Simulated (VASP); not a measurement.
## Ho: the relaxed cell at several levels of theory

Aim: relax Ho at several levels of theory and compare the cells. The starting structure is a measured crystal structure from the Crystallography Open Database. The first relaxation on each setting starts from this cell expanded by 3 % in volume.

Calculated with VASP 6.6.1; Kohn-Sham DFT with plane waves and PAW; PBEsol, LDA, PBE, PBEsol + D3(BJ), r2SCAN and r2SCAN + rVV10.

## 1. The structure

It takes space group P6_3/mmc (No. 194, hexagonal). The conventional cell has a = 3.577 Å, b = 3.577 Å, c = 5.616 Å, α = 90.00°, β = 90.00°, γ = 120.00°. Nearest to Ho lie 12 Ho at 3.49 to 3.58 Å.

## 2. Relaxation with PBEsol

PBEsol restores the gradient expansion of exchange and is tuned for the cells of solids. This run starts from the cell of an earlier relaxation, which isn't shown; the restart sets up the plane waves anew.

File INCAR:

```
SYSTEM = Ho
PREC = Accurate
ENCUT = 450
EDIFF = 1E-06
NELM = 100
ISMEAR = 1
SIGMA = 0.15
LREAL = .FALSE.
ALGO = Normal
GGA = PS
NBANDS = 16
ISPIN = 2
MAGMOM = 0 0
LASPH = .TRUE.
LMAXMIX = 6
LORBIT = 11
LWAVE = .FALSE.
LCHARG = .FALSE.
KPAR = 4
IBRION = 2
NSW = 50
ISIF = 3
EDIFFG = -0.006
```

File POSCAR:

```
Ho
1.0
    3.5313631894      0.0000000000      0.0000000000
   -1.7656815947      3.0582502320      0.0000000000
    0.0000000000      0.0000000000      5.4806066347
Ho
2
Direct
    0.6666666667      0.3333333333      0.7500000000
    0.3333333333      0.6666666667      0.2500000000
```

File KPOINTS:

```
Automatic mesh
0
Gamma
15 15 8
0 0 0
```

Potentials, in the order of the species: Ho_3 (PBE family, release 64).

On the command line:

```console
$ mpirun -np 4 vasp_std
```

Log:

```text
[banner, memory and clock lines left out]
running    4 mpi-ranks, on    1 nodes
 distrk:  each k-point on    1 cores,    4 groups
 distr:  one band on    1 cores,    1 groups

 POSCAR found type information on POSCAR Ho
 POSCAR found :  1 types and       2 ions
|                                                                             |
|               ----> ADVICE to this user running VASP <----                  |
|                                                                             |
|     You enforced a specific xc type in the INCAR file but a different       |
|     [... a line on the potential file left out ...]
|     I HOPE YOU KNOW WHAT YOU ARE DOING!                                     |
|                                                                             |

 LDA part: xc-table for (Slater+PW92), standard interpolation
 POSCAR, INCAR and KPOINTS ok, starting setup
 FFT: planning ... GRIDC
 FFT: planning ... GRID_SOFT
 FFT: planning ... GRID
 WAVECAR not read
 entering main loop
       N       E                     dE             d eps       ncg     rms          rms(c)
DAV:   1     0.642242408669E+02    0.64224E+02   -0.76257E+03  9720   0.953E+02
DAV:   2    -0.710833240468E+01   -0.71333E+02   -0.69357E+02 13808   0.395E+02
DAV:   3    -0.983370513471E+01   -0.27254E+01   -0.26181E+01 14408   0.528E+01
DAV:   4    -0.988188287681E+01   -0.48178E-01   -0.47906E-01 12352   0.695E+00
DAV:   5    -0.988267802368E+01   -0.79515E-03   -0.79492E-03 14288   0.113E+00    0.249E+01
DAV:   6    -0.987649424592E+01    0.61838E-02   -0.24958E-02 14560   0.180E+00    0.148E+01
DAV:   7    -0.988273230084E+01   -0.62381E-02   -0.45839E-02 14400   0.245E+00    0.323E-01
DAV:   8    -0.988236666129E+01    0.36564E-03   -0.28614E-03 12792   0.474E-01    0.632E-02
DAV:   9    -0.988237391280E+01   -0.72515E-05   -0.21711E-04 14040   0.142E-01    0.295E-02
DAV:  10    -0.988237004542E+01    0.38674E-05   -0.88137E-06 14040   0.281E-02    0.920E-03
DAV:  11    -0.988236925144E+01    0.79398E-06   -0.15243E-06  7784   0.132E-02
   1 F= -.98823693E+01 E0= -.98832064E+01  d E =-.988237E+01  mag=     0.0000
 curvature:   0.00 expect dE= 0.000E+00 dE for cont linesearch  0.000E+00
 trial: gam= 0.00000 g(F)=  0.165E-49 g(S)=  0.105E-04 ort = 0.000E+00 (trialstep = 0.100E+01)
 search vector abs. value=  0.105E-04
 bond charge predicted
       N       E                     dE             d eps       ncg     rms          rms(c)
DAV:   1    -0.988241424685E+01   -0.44201E-04   -0.81190E-04 13464   0.231E-01    0.380E-02
DAV:   2    -0.988238352603E+01    0.30721E-04   -0.78513E-05 13032   0.979E-02    0.182E-02
DAV:   3    -0.988236849753E+01    0.15029E-04   -0.36588E-05 14200   0.626E-02    0.716E-03
DAV:   4    -0.988236838154E+01    0.11599E-06   -0.17201E-06  8096   0.123E-02
   2 F= -.98823684E+01 E0= -.98832070E+01  d E =0.869900E-06  mag=    -0.0000
 trial-energy change:    0.000001  1 .order   -0.000001   -0.000010    0.000008
 step:   0.5777(harm=  0.5777)  dis= 0.00000  next Energy=    -9.882372 (dE=-0.303E-05)
 reached required accuracy - stopping structural energy minimisation
```

Run time: 26 s. Hardware: 4 MPI ranks of Intel Xeon 6975P-C (Granite Rapids), shared host; peak memory 1.1 GiB; 80 s of CPU time.

Lines that name or quote the potential files are left out of all logs, and their timing lines are given in words.

From OUTCAR (step 2):

```text
ion  position               nearest neighbor table
   1  0.667  0.333  0.750-   2 3.42   2 3.42   2 3.42   2 3.42   2 3.42   2 3.42
   2  0.333  0.667  0.250-   1 3.42   1 3.42   1 3.42   1 3.42   1 3.42   1 3.42

  LATTYP: Found a hexagonal cell.
 ALAT       =     3.5313631894
 C/A-ratio  =     1.5519804508

 Subroutine GETGRP returns: Found 24 space group operations
 (whereof 12 operations were pure point group operations)

The static configuration has the point symmetry D_3d.
 The point group associated with its full space group is D_6h.

 Found    135 irreducible k-points:

   k-points           NKPTS =    135   k-points in BZ     NKDIM =    135   number of bands    NBANDS=     16

   dimension x,y,z NGX =    24 NGY =   24 NGZ =   40
   dimension x,y,z NGXF=    48 NGYF=   48 NGZF=   80

   ENCUT  =  450.0 eV  33.07 Ry    5.75 a.u.   6.11  6.11  9.48*2*pi/ulx,y,z

   NELECT =      18.0000    total number of electrons

 k-points in reciprocal lattice and weights: Automatic mesh
   0.00000000  0.00000000  0.00000000       0.001
   0.06666667  0.00000000  0.00000000       0.003
   0.13333333  0.00000000  0.00000000       0.003
   0.20000000  0.00000000  0.00000000       0.003
   0.26666667  0.00000000  0.00000000       0.003
   0.33333333  0.00000000  0.00000000       0.003
   0.40000000 -0.00000000  0.00000000       0.003
   0.46666667  0.00000000  0.00000000       0.003
   0.06666667  0.06666667  0.00000000       0.003
[...]
0.33333333  0.26666667  0.50000000       0.007
   0.33333333  0.33333333  0.50000000       0.001

 average (electrostatic) potential at core
       1 -33.3684       2 -33.3684

 E-fermi :   3.0938

 spin component 1
 k-point     1 :       0.0000    0.0000    0.0000
  band No.  band energies     occupation
    ...
      4     -20.3691      1.00000
      5     -20.3691      1.00000
      6     -20.3092      1.00000
      7      -2.3107      1.00000
      8       0.8011      1.00000
      9       4.5159     -0.00000
     10       4.9880     -0.00000
     11       4.9880     -0.00000
     12       5.4804     -0.00000
     13       5.7631     -0.00000
    ...

 k-point     2 :       0.0667    0.0000    0.0000
  band No.  band energies     occupation
    ...
      4     -20.3921      1.00000
      5     -20.3716      1.00000
      6     -20.3145      1.00000
      7      -2.1983      1.00000
      8       0.9101      1.00000
      9       4.3710     -0.00000
     10       4.6906     -0.00000
     11       5.0946     -0.00000
     12       5.6197     -0.00000
     13       5.7131     -0.00000
    ...

 k-point     3 :       0.1333    0.0000    0.0000
  band No.  band energies     occupation
    ...
      4     -20.4557      1.00000
      5     -20.3793      1.00000
      6     -20.3306      1.00000
      7      -1.8716      1.00000
      8       1.2152      1.00000
      9       3.9870     -0.00000
     10       4.1888     -0.00000
     11       5.2885     -0.00000
     12       5.4112     -0.00000
     13       5.7661     -0.00000
    ...

 k-point     4 :       0.2000    0.0000    0.0000
  band No.  band energies     occupation
    ...
      4     -20.5462      1.00000
      5     -20.3914      1.00000
      6     -20.3573      1.00000
      7      -1.3625      1.00000
      8       1.6330      1.00000
      9       3.4866     -0.00067
     10       3.7052     -0.00000
     11       4.9195     -0.00000
     12       5.4678     -0.00000
     13       5.4980     -0.00000
    ...

 k-point     5 :       0.2667    0.0000    0.0000
  band No.  band energies     occupation
    ...
      5     -20.4063      1.00000
      6     -20.3940      1.00000
      7      -0.7255      1.00000
      8       1.9595      1.00000
      9       2.9879      0.96192
     10       3.3830     -0.01003
     11       4.7084     -0.00000
     12       5.1788     -0.00000
     13       5.2161     -0.00000
     14       6.6251      0.00000
    ...

 k-point     6 :       0.3333    0.0000    0.0000
  band No.  band energies     occupation
    ...
      5     -20.4386      1.00000
      6     -20.4213      1.00000
      7      -0.0414      1.00000
      8       1.9721      1.00000
      9       2.5670      1.00000
     10       3.2590     -0.03270
     11       4.8481     -0.00000
     12       4.9164     -0.00000
     13       5.0206     -0.00000
     14       7.4700      0.00000
    ...

  Total       -0.0087998     -0.0087998     -0.0088074      0.0000000     -0.0000000      0.0000000
  in kB       -0.2379900     -0.2379900     -0.2381980      0.0000000     -0.0000000      0.0000000
  external PRESSURE =      -0.2380594 kB  Pullay stress =       0.0000000 kB

  energy-cutoff  :      450.00
  volume of cell :       59.24
      direct lattice vectors                 reciprocal lattice vectors
     3.532399218  0.000000000  0.000000000     0.283093710  0.163444230 -0.000000000
    -1.766199609  3.059147459  0.000000000     0.000000000  0.326888459 -0.000000000
     0.000000000  0.000000000  5.482165375     0.000000000 -0.000000000  0.182409674

 POSITION                                       TOTAL-FORCE (eV/Angst)
 -----------------------------------------------------------------------------------
      1.76620      1.01972      4.11162        -0.000000     -0.000000      0.000000
     -0.00000      2.03943      1.37054         0.000000      0.000000      0.000000
 -----------------------------------------------------------------------------------
    total drift:                               -0.000000      0.000000     -0.000000

  FREE ENERGIE OF THE ION-ELECTRON SYSTEM (eV)
  ---------------------------------------------------
  free  energy   TOTEN  =        -9.8823683815 eV

  energy  without entropy=       -9.8848841410  energy(sigma->0) =       -9.88320697

 reached required accuracy - stopping structural energy minimisation

 total charge
# of ion       s       p       d       tot
------------------------------------------
    1        0.496   6.469   1.145   8.110
    2        0.496   6.469   1.145   8.110
--------------------------------------------------
tot          0.992  12.938   2.290  16.220

 magnetization (x)
# of ion       s       p       d       tot
------------------------------------------
    1        0.000   0.000  -0.000   0.000
    2        0.000   0.000  -0.000   0.000
--------------------------------------------------
tot          0.000   0.000  -0.000   0.000

[... 1 further part left out ...]
```

The data set Ho_3 holds the 4f electrons frozen in the core, so no f bands or f moments appear. The PAW data sets were made with PBE, which is usual practice but a small mismatch for other functionals. The run keeps the 24 symmetry operations of its start, so it cannot find a distortion of lower symmetry.

With PBEsol the relaxed cell holds 29.620 Å³ an atom, -4.81 % against the measured cell, with a = 3.532 Å and c = 5.482 Å.

## 3. Relaxation with LDA

LDA, the lowest rung, knows the local density alone. This run starts from the cell of an earlier relaxation, which isn't shown; the restart sets up the plane waves anew.

INCAR: that of step 2 with these lines changed.

```diff
@@ -9,3 +9,3 @@
 ALGO = Normal
-GGA = PS
+GGA = CA
 NBANDS = 16
```

File POSCAR:

```
Ho
1.0
    3.4605308574      0.0000000000      0.0000000000
   -1.7302654287      2.9969076331      0.0000000000
    0.0000000000      0.0000000000      5.4118841971
Ho
2
Direct
    0.6666666667      0.3333333333      0.7500000000
    0.3333333333      0.6666666667      0.2500000000
```

KPOINTS is that of step 2.

On the command line:

```console
$ mpirun -np 4 vasp_std
```

Log:

```text
[banner, memory and clock lines left out]
running    4 mpi-ranks, on    1 nodes
[...]
[... a notice as in an earlier step ...]

 LDA part: xc-table for (Slater(with rela. corr.)+CA(PZ))
 , standard interpolation
 POSCAR, INCAR and KPOINTS ok, starting setup
[...]
entering main loop
       N       E                     dE             d eps       ncg     rms          rms(c)
DAV:   1     0.663973132859E+02    0.66397E+02   -0.75660E+03  9760   0.962E+02
DAV:   2    -0.754589286222E+01   -0.73943E+02   -0.71630E+02 13728   0.400E+02
DAV:   3    -0.102922298867E+02   -0.27463E+01   -0.26660E+01 14088   0.554E+01
DAV:   4    -0.103407069004E+02   -0.48477E-01   -0.48015E-01 12504   0.682E+00
[...]
DAV:   9    -0.103514375922E+02   -0.50759E-05   -0.20325E-04 13856   0.136E-01    0.268E-02
DAV:  10    -0.103514348529E+02    0.27394E-05   -0.10005E-05 14112   0.300E-02    0.120E-02
DAV:  11    -0.103514350052E+02   -0.15228E-06   -0.51439E-07  7112   0.824E-03
   1 F= -.10351435E+02 E0= -.10351586E+02  d E =-.103514E+02  mag=     0.0000
[...]
reached required accuracy - stopping structural energy minimisation
```

Elapsed: 17 s, on 4 MPI ranks; peak memory 0.99 GiB.

Parts of OUTCAR (step 3):

```text
  Total        0.0023885      0.0023885     -0.0056191      0.0000000      0.0000000      0.0000000
  in kB        0.0681811      0.0681811     -0.1604023      0.0000000      0.0000000      0.0000000
  external PRESSURE =      -0.0080134 kB  Pullay stress =       0.0000000 kB

 POSITION                                       TOTAL-FORCE (eV/Angst)
 -----------------------------------------------------------------------------------
      1.73027      0.99897      4.05891        -0.000000      0.000000      0.000000
     -0.00000      1.99794      1.35297         0.000000     -0.000000      0.000000
 -----------------------------------------------------------------------------------
    total drift:                                0.000000     -0.000000      0.000000

  FREE ENERGIE OF THE ION-ELECTRON SYSTEM (eV)
  ---------------------------------------------------
  free  energy   TOTEN  =       -10.3514350052 eV

  energy  without entropy=      -10.3518869841  energy(sigma->0) =      -10.35158566

 magnetization (x)
# of ion       s       p       d       tot
------------------------------------------
    1        0.000  -0.000   0.000   0.000
    2        0.000  -0.000   0.000   0.000
--------------------------------------------------
tot          0.000  -0.000   0.000   0.000

[... 2 parts as in an earlier step ...]

[... 2 further parts left out ...]
[key lines of the parts left out:]
E-fermi :   3.2376
```

With LDA the relaxed cell holds 28.063 Å³ an atom, -9.82 % against the measured cell, with a = 3.461 Å and c = 5.412 Å. That is -5.26 % from PBEsol.

## 4. Relaxation with PBE

PBE, the usual starting point, adds the gradient of the density. This run starts from the cell of an earlier relaxation, which isn't shown; the restart sets up the plane waves anew.

INCAR: that of step 3 with these lines changed.

```diff
@@ -9,3 +9,3 @@
 ALGO = Normal
-GGA = CA
+GGA = PE
 NBANDS = 16
```

File POSCAR:

```
Ho
1.0
    3.6027673194      0.0000000000      0.0000000000
   -1.8013836597      3.1200880226      0.0000000000
    0.0000000000      0.0000000000      5.5831814713
Ho
2
Direct
    0.6666666667      0.3333333333      0.7500000000
    0.3333333333      0.6666666667      0.2500000000
```

KPOINTS is that of step 3.

On the command line:

```console
$ mpirun -np 4 vasp_std
```

Log:

```text
[banner, memory and clock lines left out]
running    4 mpi-ranks, on    1 nodes
[...]
LDA part: xc-table for (Slater+PW92), standard interpolation
 POSCAR, INCAR and KPOINTS ok, starting setup
[...]
entering main loop
       N       E                     dE             d eps       ncg     rms          rms(c)
DAV:   1     0.643241998998E+02    0.64324E+02   -0.76108E+03  9728   0.943E+02
DAV:   2    -0.627825308495E+01   -0.70602E+02   -0.68660E+02 13920   0.393E+02
DAV:   3    -0.896801924390E+01   -0.26898E+01   -0.25888E+01 14280   0.513E+01
DAV:   4    -0.901868040893E+01   -0.50661E-01   -0.50444E-01 12640   0.735E+00
[...]
DAV:   9    -0.902823142027E+01   -0.18170E-04   -0.21196E-04 13936   0.137E-01    0.310E-02
DAV:  10    -0.902822609643E+01    0.53238E-05   -0.11338E-05 14416   0.317E-02    0.136E-02
DAV:  11    -0.902822575719E+01    0.33924E-06   -0.16818E-06  7856   0.142E-02
   1 F= -.90282258E+01 E0= -.90290680E+01  d E =-.902823E+01  mag=    -0.0000
[...]
reached required accuracy - stopping structural energy minimisation
```

It took 27 s on 4 MPI ranks; peak memory 1.2 GiB.

OUTCAR, selected parts (step 4):

```text
  Total        0.0025852      0.0025852      0.0020331      0.0000000     -0.0000000      0.0000000
  in kB        0.0659951      0.0659951      0.0519019      0.0000000     -0.0000000      0.0000000
  external PRESSURE =       0.0612974 kB  Pullay stress =       0.0000000 kB

 POSITION                                       TOTAL-FORCE (eV/Angst)
 -----------------------------------------------------------------------------------
      1.80138      1.04003      4.18739        -0.000000      0.000000      0.000000
     -0.00000      2.08006      1.39580         0.000000      0.000000      0.000000
 -----------------------------------------------------------------------------------
    total drift:                               -0.000000      0.000000     -0.000000

  FREE ENERGIE OF THE ION-ELECTRON SYSTEM (eV)
  ---------------------------------------------------
  free  energy   TOTEN  =        -9.0282257572 eV

  energy  without entropy=       -9.0307524568  energy(sigma->0) =       -9.02906799

 magnetization (x)
# of ion       s       p       d       tot
------------------------------------------
    1       -0.000   0.000   0.000   0.000
    2       -0.000   0.000   0.000   0.000
--------------------------------------------------
tot         -0.000   0.000   0.000   0.000

[... 2 parts as in an earlier step ...]

[... 2 further parts left out ...]
[key lines of the parts left out:]
E-fermi :   2.9504
```

With PBE the relaxed cell holds 31.380 Å³ an atom, +0.84 % against the measured cell, with a = 3.603 Å and c = 5.583 Å. That is +5.94 % from PBEsol.

(Part 1 of 2 ends here.)

[Lines on the potential files, build, host, timing and source positions are cut from VASP's logs without a mark.]

[Logs are printed without paths, hosts, clocks, repeated set-up lines and the standing remarks that a program may print on its own settings, such as how far it seeks lower states.]

[Hosts, paths, dates, database ids (printed as entryN), source tags and the programs' standing remarks are cut or masked in the printed files.]
